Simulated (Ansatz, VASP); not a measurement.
# CdSnSe2: VASP beside Ansatz

Wanted: the spread between two codes on one cell, functional and k mesh. The cell is invented: As first built, before any earlier steps moved the atoms (in the runner's words): it takes the SnPbSe2 structure with some of its atoms replaced by other elements, volume scaled by an estimate. It may not be a known or stable phase. The cell is taken from a series of VASP runs on this material, whose earlier steps may have relaxed, scaled or displaced it; both programs get it as it stands.

Calculated with Ansatz 0.2.0; plane waves, with VASP 6.6.1 beside it; relaxation of cell and atoms at r2SCAN with D4.

### 1. The starting structure

Symmetry: R-3m, No. 166, trigonal system. Conventional cell: a = 4.164 Å, b = 4.164 Å, c = 19.893 Å, α = 90.00°, β = 90.00°, γ = 120.00°. Nearest to Sn lie 6 Se at 2.99 Å. Nearest to Cd lie 6 Se at 2.86 Å. Nearest to Se lie 3 Cd at 2.86 Å and 3 Sn at 2.99 Å. As first built, before any earlier steps moved the atoms (in the runner's words): sites of the SnPbSe2 structure (space group 166) filled with other elements, volume scaled by an estimate. Farther neighbours and most contacts between anions are not listed.

### 2. Ansatz: relaxation of cell and atoms, r2SCAN with D4

Ansatz runs on its default PAW (the set named soft_2) files.

The relaxed volume is the usual yardstick between codes: its relative difference is about their pressure difference at one cell divided by the bulk modulus.

input.yaml

```yaml
crystal:
  lattice:
    - [2.0819458608, 1.202012374, 6.6310145821]
    - [-2.0819458608, 1.202012374, 6.6310145821]
    - [0.0, -2.4040237911, 6.6310145882]
  atoms:
    - { symbol: Sn, position: [0.5, 0.5, 0.5] }
    - { symbol: Cd, position: [0.0, 0.0, 0.0] }
    - { symbol: Se, position: [0.7443651324, 0.7443651324, 0.7443651324] }
    - { symbol: Se, position: [0.2556348676, 0.2556348676, 0.2556348676] }
hamiltonian:
  xc: r2scan
  pseudopotentials: { kind: paw }
  dispersion: d4
kpoints:
  mp_grid: { grid: [6, 6, 6] }
scf:
  occupations: { method: fermi_dirac, width: 0.05 }
relax:
  f_tol: 0.01
  max_steps: 60
  cell: { stress_tol: 0.05 }
output:
  forces: true
  stress: true
  write_density: true
  write_potential: true
  elf: true
  volumetric_format: npy
```

On the command line:

```
$ ansatz run input.yaml --threads 4 --pin off --max-ram 9216MiB --backend cpu --events-out ev --progress --plain --runs-dir out
```

Numbers of over 12 decimals in the logs are rounded to 6 here.

Log:

```text
basis.fft_grid_basis auto: the FFT boxes are laid along the combinations [[1, -1, 0], [0, 1, 0], [0, -1, 1]] of the cell's own vectors, 4.164, 7.053 and 4.164 Å long. The dense box has 32×54×32 points. Along the cell's own vectors, as sized, it would have 54×54×54, 2.85 times as many. Of the 12 symmetry operations that the crystal satisfies within crystal.symmetry.tolerance (time reversal apart; of a slab, those that [...]
Engine: ansatz 0.2.0, aarch64-unknown-linux-gnu
Pseudopotentials: kind: paw
Pseudopotential: Sn, paw, valence charge 14, recommended cutoff 500 eV (meta_gga), Sn.paw.azcp
Pseudopotential: Cd, paw, valence charge 20, recommended cutoff 500 eV (meta_gga), Cd.paw.azcp
Pseudopotential: Se, paw, valence charge 16, recommended cutoff 500 eV (meta_gga), Se.paw.azcp
Functional definition: r2SCAN
  parameter k0 = 0.174
  parameter k1 = 0.065
  parameter a1 = 4.9479
  exchange = r2scan_x(k0 = k0, k1 = k1, a1 = a1)
  correlation = r2scan_c
Crystal: 4 atoms, lattice volume = 99.566 Å³
Basis set: ecut = 500 eV, 2515 PW (Γ), FFT grids on a1−a2, a2, −a2+a3, exchange–correlation on 128×216×128 points (64 copies of the dense FFT grid, shifted against one another)
Bands: 40, of which v1, the nominal top of the filled ones, is band 33 counted from 1 (32 counted from 0)
Symmetry: 12 space group operations
Space group: R-3m (ITA 166), of the structure as read, at distance tolerance 4.6e-5 Å
k-points: 32 of 216
Non-local potential: Sn, projectors of the file, l = 0: 2, l = 1: 2, l = 2: 2, l = 3: 2
Non-local potential: Cd, projectors of the file, l = 0: 3, l = 1: 2, l = 2: 2, l = 3: 1
Non-local potential: Se, projectors of the file, l = 0: 2, l = 1: 2, l = 2: 3, l = 3: 1
PAW form: soft (Blöchl's): semilocal exchange-correlation on the pseudo side does not see the compensation charge
PAW frozen core: Sn, regenerated for the run's functional (the file was generated under x = pbe(κ = 0.804, μ = 0.219515), c = pbe(β = 0.066725))
PAW frozen core: Cd, regenerated for the run's functional (the file was generated under x = pbe(κ = 0.804, μ = 0.219515), c = pbe(β = 0.066725))
PAW frozen core: Se, regenerated for the run's functional (the file was generated under x = pbe(κ = 0.804, μ = 0.219515), c = pbe(β = 0.066725))
PAW one-centre angular grid: Sn, 590 points (default); XC on 249 of its mesh's 2787 points in the sphere
PAW one-centre angular grid: Cd, 590 points (default); XC on 160 Gauss nodes
PAW one-centre angular grid: Se, 590 points (default); XC on 160 Gauss nodes
Initial density: superposition of atomic densities (neutral atoms: chi_scale 0, normalization atom), corrected by the library's trained network
Initial wavefunctions: pseudopotential atomic-orbital guess
Functional: x = r2scan, c = r2scan; τ floored in thin density (d = 2e-4 eV/Å³)
SCF iter   1: F=—  HF=-25265.687695 eV  |F-HF|=—  |Δ(HF+E_count)|=         —  Δρ=6.22e-3  dr2=4.44e-2  dr2_τ=1.78e-2  ethr=1.77e-3  ⟨swp⟩=6.8  Hψ=4890  notcnv=0  defer=3
preconditioner: auto → Resta (q_TF=auto, 2.548 Å⁻¹)  ε∞=3.2  [insulator: Δε(μ)=0.168 eV  Ē_g=15.404 eV  σ=0.050 eV  W_gap=0.67  n_scr=28 (ndim 8)  ℏωp=22.9 eV  f_vac=0.023  D(μ)=0.11/eV (n_scr^D=0)  ε∞_Penn≈3.2]
SCF iter   2: F=—  HF=-25265.703562 eV  |F-HF|=—  |Δ(HF+E_count)|=   1.59e-2  Δρ=3.20e-3  dr2=9.13e-3  dr2_τ=7.91e-4  ethr=6.73e-5  ⟨swp⟩=3.0  Hψ=2616  notcnv=0  defer=65
SCF iter   3: F=—  HF=-25265.704427 eV  |F-HF|=—  |Δ(HF+E_count)|=   8.66e-4  Δρ=1.05e-3  dr2=9.93e-4  dr2_τ=6.72e-5  ethr=1.38e-5  ⟨swp⟩=2.2  Hψ=1702  notcnv=0  defer=65
SCF iter   4: F=—  HF=-25265.704706 eV  |F-HF|=—  |Δ(HF+E_count)|=   2.79e-4  Δρ=2.67e-4  dr2=4.71e-5  dr2_τ=2.23e-6  ethr=1.50e-6  ⟨swp⟩=2.0  Hψ=1663  notcnv=0  defer=65
SCF iter   5: F=—  HF=-25265.704719 eV  |F-HF|=—  |Δ(HF+E_count)|=   1.26e-5  Δρ=4.76e-5  dr2=2.14e-6  dr2_τ=1.16e-7  ethr=7.14e-8  ⟨swp⟩=2.0  Hψ=2224  notcnv=0  defer=65
SCF iter   6: F=—  HF=-25265.704720 eV  |F-HF|=—  |Δ(HF+E_count)|=   1.31e-6  Δρ=1.42e-5  dr2=1.30e-7  dr2_τ=1.27e-8  ethr=3.24e-9  ⟨swp⟩=3.0  Hψ=2080  notcnv=0  defer=65
SCF iter   7: F=-25265.704720 eV  HF=-25265.704720 eV  |F-HF|=1.11e-8  |Δ(HF+E_count)|=   5.82e-8  Δρ=4.41e-6  dr2=1.80e-8  dr2_τ=5.69e-10  ethr=1.52e-10  ⟨swp⟩=7.9  Hψ=7309  notcnv=0
SCF 1 converged in 7 iterations: F = -25265.704720 eV  dr2 = 1.80e-8
  greatest PAW one-centre occupation: 1.002 electrons in one spin orbital (limit 2), on the Cd atom at site 1 (counted from 0), in its partial waves of l = 1
relax step   1: F+E_penalty+E_count = -25265.70472027 eV  Δ(F+E_penalty+E_count) = +0.000e0 eV  max|allowed force component| = 8.980e-4 eV/Å  Δτ_max = 0.0000 Å  P = -0.034 GPa  Ω = 99.566 Å³  (7 SCF iters, dr2 threshold 1.00e-7 eV, accepted)
[...]
relax step   2: F+E_penalty+E_count = -25265.70570360 eV  Δ(F+E_penalty+E_count) = -9.833e-4 eV  max|allowed force component| = 1.153e-2 eV/Å  Δτ_max = 0.0014 Å  P = +0.041 GPa  Ω = 99.496 Å³  energy of the carried Pulay correction = +1.260e-5 eV  (5 SCF iters, dr2 threshold 1.71e-7 eV, accepted)
[...]
relax step   3: F+E_penalty+E_count = -25265.70570486 eV  Δ(F+E_penalty+E_count) = -1.259e-6 eV  max|allowed force component| = 8.655e-3 eV/Å  Δτ_max = 0.0031 Å  P = -0.013 GPa  Ω = 99.590 Å³  energy of the carried Pulay correction = -3.190e-6 eV  (5 SCF iters, dr2 threshold 8.30e-9 eV, accepted)
[...]
relax step   4: F+E_penalty+E_count = -25265.70571713 eV  Δ(F+E_penalty+E_count) = -1.227e-5 eV  max|allowed force component| = 8.613e-3 eV/Å  Δτ_max = 0.0000 Å  P = -0.013 GPa  Ω = 99.590 Å³  stress off target by 1.60e-2 GPa  SCF on the basis re-selected at this cell (its energy is not comparable with the rows above)  (4 SCF iters)
basis re-selected at this cell: Δ(F+E_penalty+E_count) = -1.227e-5 eV, ΔP = +0.000 GPa vs the last step (what re-selecting the basis moved, of the pressure what is left beyond the Pulay correction that the steps carried, after the strain that the cell walked since its last selection, with what the two solves' SCF thresholds leave and, on support functions, any second-order correction that the steps lacked; it is no m [...]
SCF converged after 4 iterations
Free energy (F): -25265.705717 eV
Harris-Foulkes:  -25265.705717 eV  (|F-HF|=2.18e-11)
Internal energy: -25265.704417 eV  (E = F + TS)
E sigma→0 (E₀):  -25265.705067 eV
Entropy (-TS):   -0.001300 eV (-0.325 meV/atom)
Fermi energy:    10.294191 eV
--- Per-component energies (eV) ---
  E_band       = -1326.358254
  E_kinetic    = 928.543592
  E_local      = -9067.516455  (includes V_loc(G=0)·N_el)
  E_nonlocal   = -1189.013457
  E_hartree    = 4517.921472
  E_xc         = -741.451263
  E_vxc        = -563.203270  (∫ρ·V_xc dr)
  E_paw        = -12111.385235  (= ΣΔE_a)
  E_vpaw       = -504.948154  (= ΣTr[D̂ρ^β])
  E_aug_tail   = -0.000416  (compensation charges beyond the density's cutoff)
  E_vtau       = 33.936765  (kinetic-family band-sum trace: ∫τ·v_τ [+ j·A + Jᵃ·Aᵃ] dr)
  E_ewald      = -7598.891335
  E_disp       = -0.552330  (pairwise vdW)
  E_core_change = -3.358991  (= ΣΔE_core)
  E_smearing   = -0.001300  (= −TS)
  E_closure    = -0.000000  (closes the sum)
  Σ components = -25265.705717   (vs F -25265.705717, Δ=0.00e0)
--- Forces (eV/Å), atoms counted from 1 ---
  atom   1  Sn     0.00000000    -0.00000000    -0.00000000
  atom   2  Cd    -0.00000000     0.00000000     0.00000000
  atom   3  Se     0.00000000     0.00000000     0.00861299
  atom   4  Se    -0.00000000    -0.00000000    -0.00861299
  max |Σ_I F_I| component: 1.05e-30 eV/Å
--- Stress (GPa, compression-positive) ---
       -0.011977       0.000000       0.000000
        0.000000      -0.011977      -0.000000
        0.000000      -0.000000      -0.016041
  P = ⅓ Tr σ = -0.0133 GPa (-0.133 kbar)
--- Band table (eV; the first three rows and the last of 32) ---
  k-point 0: bands = [... 29 lower, 8.0808, 8.0808, 8.5298, 8.5298, 11.4593, 12.5709, 12.5709, 13.6438, ... 3 higher]
  k-point 1: bands = [... 29 lower, 7.8945, 8.0627, 8.1413, 9.6475, 11.3266, 12.7032, 13.1322, 14.5227, ... 3 higher]
  k-point 2: bands = [... 29 lower, 7.5237, 7.5825, 7.6583, 9.2444, 11.1150, 13.1130, 13.8184, 14.6303, ... 3 higher]
  k-point 31: bands = [... 29 lower, 8.2255, 8.3061, 8.3061, 10.2452, 10.8806, 13.1783, 13.1783, 14.1854, ... 3 higher]
--- Relaxed structure (3 steps of the walk, 3 accepted, 1 SCFs on fresh bases) ---
  F+E_penalty+E_count = -25265.70571713 eV   max|allowed force component| = 8.613e-3 eV/Å   (the final SCF, on the basis selected at the relaxed cell)
  cell:  # Å, volume = 99.5901 Å³
    - [2.074442, 1.197680, 6.680715]
    - [-2.074442, 1.197680, 6.680715]
    - [0, -2.395359, 6.680715]
  atoms:
    - { symbol: Sn, position: [0.500000, 0.500000, 0.500000] }
    - { symbol: Cd, position: [0, 0, 0] }
    - { symbol: Se, position: [0.744280, 0.744280, 0.744280] }
    - { symbol: Se, position: [0.255720, 0.255720, 0.255720] }
```

Elapsed: 15 s, on 4 threads of Arm Neoverse V2, shared host; peak memory 0.76 GiB.

### 3. VASP: relaxation of cell and atoms, r2SCAN with D4

The same cell, functional, mesh and smearing now go to VASP, with its own data sets and cutoff.

Lines of VASP's logs that name or quote its potential files are left out, and so is its time.

INCAR

```
SYSTEM = CdSnSe2
PREC = Accurate
ENCUT = 400
EDIFF = 1E-06
NELM = 100
ISMEAR = -1
SIGMA = 0.05
LREAL = .FALSE.
ALGO = Normal
METAGGA = R2SCAN
IVDW = 13
VDW_S6 = 1
VDW_S8 = 0.6018749
VDW_A1 = 0.51559235
VDW_A2 = 5.77342911
LASPH = .TRUE.
NBANDS = 25
LORBIT = 11
LWAVE = .FALSE.
LCHARG = .FALSE.
KPAR = 2
IBRION = 2
NSW = 60
ISIF = 3
EDIFFG = -0.01
```

POSCAR

```
CdSnSe2
1.0
    2.0819458608      1.2020123740      6.6310145821
   -2.0819458608      1.2020123740      6.6310145821
    0.0000000000     -2.4040237911      6.6310145882
Sn Cd Se
1 1 2
Direct
    0.5000000000      0.5000000000      0.5000000000
    0.0000000000      0.0000000000      0.0000000000
    0.7443651324      0.7443651324      0.7443651324
    0.2556348676      0.2556348676      0.2556348676
```

KPOINTS

```
Automatic mesh
0
Gamma
6 6 6
0 0 0
```

Potentials, in the order of the species: Sn_d, Cd and Se (PBE family, release 64).

On the command line:

```
$ mpirun -np 2 vasp_std
```

Log:

```text
[banner, memory and clock lines left out]
running    2 mpi-ranks, on    1 nodes
 distrk:  each k-point on    1 cores,    2 groups
 distr:  one band on    1 cores,    1 groups

 POSCAR found type information on POSCAR SnCdSe
 POSCAR found :  3 types and       4 ions
|                                                                             |
|               ----> ADVICE to this user running VASP <----                  |
|                                                                             |
|     You enforced a specific xc type in the INCAR file but a different       |
|     [... a line on the potential file left out ...]
|     I HOPE YOU KNOW WHAT YOU ARE DOING!                                     |
|                                                                             |

 LDA part: xc-table for (None), standard interpolation
 POSCAR, INCAR and KPOINTS ok, starting setup
 FFT: planning ... GRIDC
 FFT: planning ... GRID_SOFT
 FFT: planning ... GRID
 WAVECAR not read
 entering main loop
       N       E                     dE             d eps       ncg     rms          rms(c)
DAV:   1     0.233555969508E+03    0.23356E+03   -0.16363E+04  1635   0.150E+03
DAV:   2    -0.514965389841E+02   -0.28505E+03   -0.27737E+03  1641   0.411E+02
DAV:   3    -0.828556541849E+02   -0.31359E+02   -0.30913E+02  2054   0.129E+02
DAV:   4    -0.837647792921E+02   -0.90913E+00   -0.90799E+00  1749   0.228E+01
DAV:   5    -0.837829284465E+02   -0.18149E-01   -0.18147E-01  2138   0.350E+00    0.628E+00
DAV:   6    -0.755140743301E+02    0.82689E+01   -0.47332E+00  1757   0.267E+01    0.790E+00
DAV:   7    -0.754877924744E+02    0.26282E-01   -0.41705E-01  1873   0.475E+00    0.514E+00
DAV:   8    -0.755049459315E+02   -0.17153E-01   -0.13683E-01  1814   0.332E+00    0.136E+00
DAV:   9    -0.755132086305E+02   -0.82627E-02   -0.26929E-02  1944   0.116E+00    0.245E-01
DAV:  10    -0.755128151162E+02    0.39351E-03   -0.52903E-03  1685   0.622E-01    0.165E-01
DAV:  11    -0.755128509823E+02   -0.35866E-04   -0.55631E-04  1818   0.266E-01    0.375E-02
DAV:  12    -0.755128757103E+02   -0.24728E-04   -0.42902E-05  1866   0.576E-02    0.206E-02
DAV:  13    -0.755128785351E+02   -0.28249E-05   -0.11656E-05  1757   0.274E-02    0.484E-03
DAV:  14    -0.755128787850E+02   -0.24985E-06   -0.64083E-07  1068   0.802E-03
   1 F= -.76064657E+02 E0= -.76063983E+02  d E =-.760647E+02
[...]
2 F= -.76065231E+02 E0= -.76064520E+02  d E =-.573713E-03
[...]
3 F= -.76065313E+02 E0= -.76064588E+02  d E =-.656244E-03
[...]
4 F= -.76065585E+02 E0= -.76064870E+02  d E =-.271928E-03
[...]
5 F= -.76065500E+02 E0= -.76064791E+02  d E =-.186770E-03
 curvature:  -0.36 expect dE=-0.297E-04 dE for cont linesearch -0.583E-05
 ZBRENT: interpolating
 opt :   1.5293  next Energy=   -76.065517 (dE=-0.204E-03)
 bond charge predicted
       N       E                     dE             d eps       ncg     rms          rms(c)
DAV:   1    -0.755133941692E+02    0.14132E-04   -0.87411E-03  1783   0.814E-01    0.985E-02
DAV:   2    -0.755132404955E+02    0.15367E-03   -0.40672E-04  1899   0.249E-01    0.470E-02
DAV:   3    -0.755132055247E+02    0.34971E-04   -0.54750E-05  1972   0.883E-02    0.277E-02
DAV:   4    -0.755132003593E+02    0.51655E-05   -0.11528E-05  2328   0.455E-02    0.500E-03
DAV:   5    -0.755132008488E+02   -0.48949E-06   -0.23398E-06  1123   0.122E-02
   6 F= -.76065614E+02 E0= -.76064902E+02  d E =-.300296E-03
 curvature:  -1.05 expect dE=-0.262E-04 dE for cont linesearch -0.125E-07
 trial: gam= 0.17780 g(F)=  0.456E-07 g(S)=  0.249E-04 ort = 0.258E-05 (trialstep = 0.117E+01)
 search vector abs. value=  0.435E-04
 reached required accuracy - stopping structural energy minimisation
```

(Part 1 of 2 ends here.)

[Lines on the potential files, build, host, timing and source positions are cut from VASP's logs without a mark.]

[Logs are printed without paths, hosts, clocks, repeated set-up lines and the standing remarks that a program may print on its own settings, such as how far it seeks lower states.]

[Hosts, paths, dates, database ids (printed as entryN), source tags and the programs' standing remarks are cut or masked in the printed files.]
